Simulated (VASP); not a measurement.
ZrC: energy against volume

ZrC (rock salt, Fm-3m, 12.747 Å³/atom and stress up to 0.20 GPa in the relaxed cell, cube axes along x, y and z) under an equal strain ε along all three axes. PBEsol in VASP (plane waves, PAW), 600 eV, 16×16×16 Γ-centred mesh, Methfessel-Paxton smearing 0.10 eV; ions are relaxed, or left where forces stay under 0.02 eV/Å, within the symmetry of each cell.

Here V stands for volume and E for E less E0.

```csv
volume (Å³/atom),E less E0 (meV/atom),pressure (GPa)
11.9977,35.59,15.90
12.1823,19.67,11.48
12.3688,8.56,7.34
12.5571,2.07,3.45
12.7474,0.00,-0.20
12.9395,2.14,-3.61
13.1336,8.31,-6.80
13.3296,18.32,-9.78
13.5276,31.99,-12.57
13.9294,?,?
```

Task: Fit E against V with the third-order Birch-Murnaghan form, a cubic in V^(-2/3), and predict the withheld value at V = 13.9294.

Result: With u = V^(-2/3) - 0.183, the rows have u = 0.007810, 0.005878, 0.003974, 0.002100, 0.000253, -0.001565, -0.003357, -0.005122, -0.006862. Least squares gives E = 0.052 - 354.33·u + 627357·u² + 90669·u³. Residuals (row less fit): -0.004, 0.007, 0.003, -0.005, -0.003, -0.003, 0.002, 0.007, -0.005; standard error 0.006 (degrees of freedom: 5). Its minimum lies at u = 0.000282, so V0 = (0.183282)^(-3/2) = 12.74. There d²E/du² = 1255000 and d³E/du³ = 544000, so B0 = (4/9) × 12.74^(-7/3) × 1255000 × 0.160218 = 236 GPa (the last factor turns the table's units into GPa), and B0' = 4 + (2/3) × 0.183282 × (544000)/1255000 = 4.1. B0' rests on the cubic coefficient alone and has a standard error of 0.1 from these residuals. At the withheld row, u = -0.010266, so E = 0.052 - 354.33 × (-0.010266) + 627357 × (-0.010266)² + 90669 × (-0.010266)³ = 69.709 meV/atom. The calculation gives 69.67 meV/atom, 0.039 meV/atom below the prediction (0.1 % of the range of E in the table). The row lies outside the fitted rows, so this is an extrapolation. From the scatter of the fitted rows alone, a prediction at this place has a standard error of 0.024 meV/atom, so the miss is 1.6 times that.

In a metal these values are sensitive to mesh and smearing; energies are taken to zero smearing, stresses follow the free energy. The runs aren't spin-polarised. Other structures, which can take over under pressure, weren't tried. The same form fitted to the pressure column gives B0' = 4.0; series where the two differ by over 0.4 aren't shown. Rows are the converged runs of the series near zero and its far end, less any whose ions stayed unrelaxed beside relaxed ones; series whose fitted rows scatter by over a few per cent of the range, as at a crossing or softening among them, aren't shown in this form.
